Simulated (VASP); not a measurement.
# GW on CaO (Lime), part 3 of 5

Aim: the quasiparticle gap of CaO (Lime), and what it costs to get it. The cell is of the rock-salt type, one of the forms listed for this formula. The start is a cell from a database of measured crystal structures.

VASP 6.6.1, plane waves and PAW; the level of theory is named at each step.

So far, quasiparticle gap on the mesh (eV): step 4 (evGW0) 6.45. Also gap on the k-mesh (eV): step 3 (empty bands, functional PBE) 3.65.

### 5. evGW

This step: evGW on PBE; plane waves and PAW (Ca_sv_GW, O_GW) (VASP 6.6.1).

The levels are updated in both G and W; wider gaps weaken the screening and open the gap further.

Contents of INCAR:

```
SYSTEM = CaO
PREC = Accurate
ENCUT = 440
ISMEAR = 0
SIGMA = 0.01
LREAL = .FALSE.
GGA = PE
NBANDS = 184
ALGO = EVGW
NELMGW = 4
ENCUTGW = 200
NOMEGA = 64
PRECFOCK = Fast
NBANDSGW = 16
LWAVE = .FALSE.
LCHARG = .FALSE.
```

Contents of POSCAR:

```
CaO
1.0
    0.0000000000      2.4065000000      2.4065000000
    2.4065000000      0.0000000000      2.4065000000
    2.4065000000      2.4065000000      0.0000000000
Ca O
1 1
Direct
    0.0000000000      0.0000000000      0.0000000000
    0.5000000000      0.5000000000      0.5000000000
```

Contents of KPOINTS:

```
Automatic mesh
0
Gamma
4 4 4
0 0 0
```

Potentials, in the order of the species: Ca_sv_GW and O_GW (PBE family, release 64).

On the command line:

```
> mpirun -np 8 vasp_std
```

The program printed:

```text
[banner, memory and clock lines left out]
running    8 mpi-ranks, on    1 nodes
 distrk:  each k-point on    8 cores,    1 groups
 distr:  one band on    1 cores,    8 groups

 POSCAR found type information on POSCAR CaO
 POSCAR found :  2 types and       2 ions
 [... a notice as in an earlier step ...]

 [... a notice as in an earlier step ...]

 LDA part: xc-table for (Slater+PW92), standard interpolation
 found WAVECAR, reading the header
 POSCAR, INCAR and KPOINTS ok, starting setup
 FFT: planning ... GRIDC
 FFT: planning ... GRID_SOFT
 FFT: planning ... GRID
 reading WAVECAR
 the WAVECAR file was read successfully
 initial charge from wavefunction
 available memory per node:    140.70 GB, setting MAXMEM to    144076

 The Fermi energy was updated, please check that it is located mid-gap
 values below the HOMO (VB) or above the LUMO (CB) will cause erroneous energies
 E-fermi :   6.4197

 calculate exact exchange contribution
 the WAVEDER file was read successfully
energies w=
    0.000    0.000    0.980    0.000    1.957    0.000    2.930    0.000
    3.897    0.000    4.856    0.000    5.805    0.000    6.743    0.000
    7.669    0.000    8.583    0.000    9.485    0.000   10.374    0.000
   11.251    0.000   12.116    0.000   12.971    0.000   13.815    0.000
   14.651    0.000   15.479    0.000   16.300    0.000   17.117    0.000
   17.931    0.000   18.743    0.000   19.555    0.000   20.370    0.000
   21.188    0.000   22.013    0.000   22.846    0.000   23.690    0.000
   24.547    0.000   25.420    0.000   26.312    0.000   27.226    0.000
   28.166    0.000   29.135    0.000   30.139    0.000   31.181    0.000
   32.267    0.000   33.404    0.000   34.598    0.000   35.858    0.000
   37.192    0.000   38.611    0.000   40.130    0.000   41.760    0.000
   43.522    0.000   45.435    0.000   47.524    0.000   49.822    0.000
   52.365    0.000   55.201    0.000   58.389    0.000   62.004    0.000
   66.145    0.000   70.940    0.000   76.563    0.000   83.252    0.000
   91.343    0.000  101.330    0.000  113.963    0.000  130.438    0.000
  152.801    0.000  184.843    0.000  234.487    0.000  321.521    0.000
 responsefunction array rank=     192
 LDA part: xc-table for (Slater+PW92), standard interpolation

 min. memory requirement per mpi rank    111.2 MB, per node    889.4 MB

 allocating   8 responsefunctions rank=   192
 shmem allocating  64 responsefunctions rank=   192
 response function shared by NCSHMEM nodes    1
 Doing            8  frequencies on each core in blocks of           64
NQ=   1    0.0000    0.0000    0.0000,
|.........|.........|.........|.........|.........|.........|.........|.........
 performed        227000 updates of chi_q(r,r)
 total number of BLAS operations         51.94 Gflops
NQ=   2    0.2500    0.0000    0.0000,
|.........|.........|.........|.........|.........|.........|.........|.........
 performed        666000 updates of chi_q(r,r)
 total number of BLAS operations        162.04 Gflops
NQ=   3    0.5000    0.0000    0.0000,
|.........|.........|.........|.........|.........|.........|.........|.........
 performed        999000 updates of chi_q(r,r)
 total number of BLAS operations        248.44 Gflops
NQ=   4    0.2500    0.2500    0.0000,
|.........|.........|.........|.........|.........|.........|.........|.........
 performed       1397000 updates of chi_q(r,r)
 total number of BLAS operations        349.34 Gflops
NQ=   5    0.5000    0.2500    0.0000,
|.........|.........|.........|.........|.........|.........|.........|.........
 performed       1930000 updates of chi_q(r,r)
 total number of BLAS operations        493.84 Gflops
NQ=   6   -0.2500    0.2500    0.0000,
|.........|.........|.........|.........|.........|.........|.........|.........
 performed       2404000 updates of chi_q(r,r)
 total number of BLAS operations        616.86 Gflops
NQ=   7    0.5000    0.5000    0.0000,
|.........|.........|.........|.........|.........|.........|.........|.........
 performed       2713000 updates of chi_q(r,r)
 total number of BLAS operations        706.32 Gflops
NQ=   8   -0.2500    0.5000    0.2500,
|.........|.........|.........|.........|.........|.........|.........|.........
 performed       3116000 updates of chi_q(r,r)
 total number of BLAS operations        806.43 Gflops
 resolving degeneracies of screened two electron integrals

 calculate QP shifts <psi_nk| G(iteration)W_0 |psi_nk>: iteration 1
 allocating   8 responsefunctions rank=   192
 shmem allocating  64 responsefunctions rank=   192
 response function shared by NCSHMEM nodes    1
 Doing            8  frequencies on each core in blocks of           64
NQ=   1    0.0000    0.0000    0.0000,
|.........|.........|.........|.........|.........|.........|.........|.........
 performed        227000 updates of chi_q(r,r)
 total number of BLAS operations         51.94 Gflops
NQ=   2    0.2500    0.0000    0.0000,
|.........|.........|.........|.........|.........|.........|.........|.........
 performed        666000 updates of chi_q(r,r)
 total number of BLAS operations        162.04 Gflops
NQ=   3    0.5000    0.0000    0.0000,
|.........|.........|.........|.........|.........|.........|.........|.........
 performed        999000 updates of chi_q(r,r)
 total number of BLAS operations        248.44 Gflops
NQ=   4    0.2500    0.2500    0.0000,
|.........|.........|.........|.........|.........|.........|.........|.........
 performed       1397000 updates of chi_q(r,r)
 total number of BLAS operations        349.34 Gflops
NQ=   5    0.5000    0.2500    0.0000,
|.........|.........|.........|.........|.........|.........|.........|.........
 performed       1930000 updates of chi_q(r,r)
 total number of BLAS operations        493.84 Gflops
NQ=   6   -0.2500    0.2500    0.0000,
|.........|.........|.........|.........|.........|.........|.........|.........
 performed       2404000 updates of chi_q(r,r)
 total number of BLAS operations        616.86 Gflops
NQ=   7    0.5000    0.5000    0.0000,
|.........|.........|.........|.........|.........|.........|.........|.........
 performed       2713000 updates of chi_q(r,r)
 total number of BLAS operations        706.32 Gflops
NQ=   8   -0.2500    0.5000    0.2500,
|.........|.........|.........|.........|.........|.........|.........|.........
 performed       3116000 updates of chi_q(r,r)
 total number of BLAS operations        806.43 Gflops
 resolving degeneracies of screened two electron integrals

 calculate QP shifts <psi_nk| G(iteration)W_0 |psi_nk>: iteration 2
 allocating   8 responsefunctions rank=   192
 shmem allocating  64 responsefunctions rank=   192
 response function shared by NCSHMEM nodes    1
 Doing            8  frequencies on each core in blocks of           64
NQ=   1    0.0000    0.0000    0.0000,
|.........|.........|.........|.........|.........|.........|.........|.........
 performed        227000 updates of chi_q(r,r)
 total number of BLAS operations         51.94 Gflops
NQ=   2    0.2500    0.0000    0.0000,
|.........|.........|.........|.........|.........|.........|.........|.........
 performed        666000 updates of chi_q(r,r)
 total number of BLAS operations        162.04 Gflops
NQ=   3    0.5000    0.0000    0.0000,
|.........|.........|.........|.........|.........|.........|.........|.........
 performed        999000 updates of chi_q(r,r)
 total number of BLAS operations        248.44 Gflops
NQ=   4    0.2500    0.2500    0.0000,
|.........|.........|.........|.........|.........|.........|.........|.........
 performed       1397000 updates of chi_q(r,r)
 total number of BLAS operations        349.34 Gflops
NQ=   5    0.5000    0.2500    0.0000,
|.........|.........|.........|.........|.........|.........|.........|.........
 performed       1930000 updates of chi_q(r,r)
 total number of BLAS operations        493.84 Gflops
NQ=   6   -0.2500    0.2500    0.0000,
|.........|.........|.........|.........|.........|.........|.........|.........
 performed       2404000 updates of chi_q(r,r)
 total number of BLAS operations        616.86 Gflops
NQ=   7    0.5000    0.5000    0.0000,
|.........|.........|.........|.........|.........|.........|.........|.........
 performed       2713000 updates of chi_q(r,r)
 total number of BLAS operations        706.32 Gflops
NQ=   8   -0.2500    0.5000    0.2500,
|.........|.........|.........|.........|.........|.........|.........|.........
 performed       3116000 updates of chi_q(r,r)
 total number of BLAS operations        806.43 Gflops
 resolving degeneracies of screened two electron integrals

 calculate QP shifts <psi_nk| G(iteration)W_0 |psi_nk>: iteration 3
 allocating   8 responsefunctions rank=   192
 shmem allocating  64 responsefunctions rank=   192
 response function shared by NCSHMEM nodes    1
 Doing            8  frequencies on each core in blocks of           64
NQ=   1    0.0000    0.0000    0.0000,
|.........|.........|.........|.........|.........|.........|.........|.........
 performed        227000 updates of chi_q(r,r)
 total number of BLAS operations         51.94 Gflops
NQ=   2    0.2500    0.0000    0.0000,
|.........|.........|.........|.........|.........|.........|.........|.........
 performed        666000 updates of chi_q(r,r)
 total number of BLAS operations        162.04 Gflops
NQ=   3    0.5000    0.0000    0.0000,
|.........|.........|.........|.........|.........|.........|.........|.........
 performed        999000 updates of chi_q(r,r)
 total number of BLAS operations        248.44 Gflops
NQ=   4    0.2500    0.2500    0.0000,
|.........|.........|.........|.........|.........|.........|.........|.........
 performed       1397000 updates of chi_q(r,r)
 total number of BLAS operations        349.34 Gflops
NQ=   5    0.5000    0.2500    0.0000,
|.........|.........|.........|.........|.........|.........|.........|.........
 performed       1930000 updates of chi_q(r,r)
 total number of BLAS operations        493.84 Gflops
NQ=   6   -0.2500    0.2500    0.0000,
|.........|.........|.........|.........|.........|.........|.........|.........
 performed       2404000 updates of chi_q(r,r)
 total number of BLAS operations        616.86 Gflops
NQ=   7    0.5000    0.5000    0.0000,
|.........|.........|.........|.........|.........|.........|.........|.........
 performed       2713000 updates of chi_q(r,r)
 total number of BLAS operations        706.32 Gflops
NQ=   8   -0.2500    0.5000    0.2500,
|.........|.........|.........|.........|.........|.........|.........|.........
 performed       3116000 updates of chi_q(r,r)
 total number of BLAS operations        806.43 Gflops
 resolving degeneracies of screened two electron integrals

 calculate QP shifts <psi_nk| G(iteration)W_0 |psi_nk>: iteration 4
 entering main loop
```

Wall time 40 s (8 MPI ranks of Intel Xeon Platinum 8559C (Emerald Rapids), shared host); peak memory 1.5 GiB; 5.2 min of CPU time.

From OUTCAR (step 5):

```text
   NELECT =      16.0000    total number of electrons

 E-fermi :   6.4197

 QP shifts <psi_nk| G(iteration)W_0 |psi_nk>: iteration 2
 k-point   1 :       0.0000    0.0000    0.0000
  band No. old QP-enery  QP-energies   sigma(KS)   T+V_ion+V_H  V^pw_x(r,r')   Z            occupation Imag(sigma)
    ...
      5     -12.7465     -13.8524     -22.6052       8.2895     -30.6791       0.7048       2.0000       0.7584
      6       3.5615       3.0445     -20.8352      23.7424     -24.4870       0.7902       2.0000       0.1093
      7       3.5615       3.0445     -20.8352      23.7424     -24.4870       0.7902       2.0000       0.1093
      8       3.5615       3.0445     -20.8352      23.7424     -24.4870       0.7902       2.0000       0.1093
      9       9.8942      10.1912      -9.8392      20.0804      -6.1390       0.8559       0.0000      -0.0769
     10      12.6847      13.2676     -11.0527      24.4326      -6.5519       0.8384       0.0000      -0.1098
     11      12.6847      13.2676     -11.0527      24.4326      -6.5519       0.8384       0.0000      -0.1098
     12      12.6847      13.2676     -11.0527      24.4326      -6.5519       0.8384       0.0000      -0.1098
    ...

 k-point   2 :       0.2500    0.0000    0.0000
  band No. old QP-enery  QP-energies   sigma(KS)   T+V_ion+V_H  V^pw_x(r,r')   Z            occupation Imag(sigma)
    ...
      5     -12.1826     -13.2203     -23.3693       9.7826     -30.8430       0.7391       2.0000       0.7201
      6       1.8645       1.2870     -18.4816      19.6162     -21.9682       0.7912       2.0000       0.1217
      7       2.8875       2.3517     -19.9867      22.1957     -23.5819       0.7897       2.0000       0.1128
      8       2.8875       2.3517     -19.9867      22.1957     -23.5819       0.7897       2.0000       0.1128
      9      12.4159      12.9464     -10.8574      23.9060      -6.5402       0.8385       0.0000      -0.1051
     10      12.2757      12.6510     -11.6191      24.3436      -7.8658       0.8363       0.0000      -0.0851
     11      13.8140      14.4672     -11.7130      26.3125      -7.0203       0.8316       0.0000      -0.1274
     12      13.8140      14.4672     -11.7130      26.3125      -7.0203       0.8316       0.0000      -0.1274
    ...

 QP shifts <psi_nk| G(iteration)W_0 |psi_nk>: iteration 3
 k-point   1 :       0.0000    0.0000    0.0000
  band No. old QP-enery  QP-energies   sigma(KS)   T+V_ion+V_H  V^pw_x(r,r')   Z            occupation Imag(sigma)
    ...
      5     -13.8524     -14.3093     -22.7681       8.2895     -30.6791       0.7296       2.0000       0.7556
      6       3.0445       2.8484     -20.9418      23.7424     -24.4870       0.8037       2.0000       0.0986
      7       3.0445       2.8484     -20.9418      23.7424     -24.4870       0.8037       2.0000       0.0986
      8       3.0445       2.8484     -20.9418      23.7424     -24.4870       0.8037       2.0000       0.0986
      9      10.1912      10.2973      -9.7668      20.0804      -6.1390       0.8672       0.0000      -0.0702
     10      13.2676      13.4405     -10.9623      24.4326      -6.5519       0.8528       0.0000      -0.0977
     11      13.2676      13.4405     -10.9623      24.4326      -6.5519       0.8528       0.0000      -0.0977
     12      13.2676      13.4405     -10.9623      24.4326      -6.5519       0.8528       0.0000      -0.0977
    ...

 QP shifts <psi_nk| G(iteration)W_0 |psi_nk>: iteration 4
 k-point   1 :       0.0000    0.0000    0.0000
  band No. old QP-enery  QP-energies   sigma(KS)   T+V_ion+V_H  V^pw_x(r,r')   Z            occupation Imag(sigma)
    ...
      5     -14.3093     -14.4582     -22.7995       8.2895     -30.6791       0.7417       2.0000       0.7546
      6       2.8484       2.7830     -20.9748      23.7424     -24.4870       0.8087       2.0000       0.0952
      7       2.8484       2.7830     -20.9748      23.7424     -24.4870       0.8087       2.0000       0.0952
      8       2.8484       2.7830     -20.9748      23.7424     -24.4870       0.8087       2.0000       0.0952
      9      10.2973      10.3313      -9.7439      20.0804      -6.1390       0.8686       0.0000      -0.0702
     10      13.4405      13.4925     -10.9315      24.4326      -6.5519       0.8573       0.0000      -0.0951
     11      13.4405      13.4925     -10.9315      24.4326      -6.5519       0.8573       0.0000      -0.0951
     12      13.4405      13.4925     -10.9315      24.4326      -6.5519       0.8573       0.0000      -0.0951
    ...

[... 16 parts as in an earlier step ...]

[... 22 further parts left out ...]
```

This step gave:

* quasiparticle gap on the mesh: 7.274 eV
* smallest direct quasiparticle gap on the mesh: 7.548 eV

QP gap by iteration, by row:

| iteration | gap (eV) | direct gap (eV) |
| --- | --- | --- |
| 1 | 5.913 | 6.333 |
| 2 | 6.848 | 7.147 |
| 3 | 7.17 | 7.449 |
| 4 | 7.274 | 7.548 |

GW takes the gap from 3.647 to 7.274 eV. That is +825 meV against evGW0 on PBE. The last pass still moved it by +103 meV. The value holds for 184 bands, ENCUTGW = 200 eV and this mesh, and isn't shown to be converged in them.

(Continued in part 4 of 5.)

[Lines on the potential files, build, host, timing and source positions are cut from VASP's logs without a mark.]

[Logs are printed without paths, hosts, clocks, repeated set-up lines and the standing remarks that a program may print on its own settings, such as how far it seeks lower states.]

[Hosts, paths, dates, database ids (printed as entryN), source tags and the programs' standing remarks are cut or masked in the printed files.]

[Pressures printed for these runs are not shown converged in the cutoff: they can be off by several GPa and have the wrong sign.]
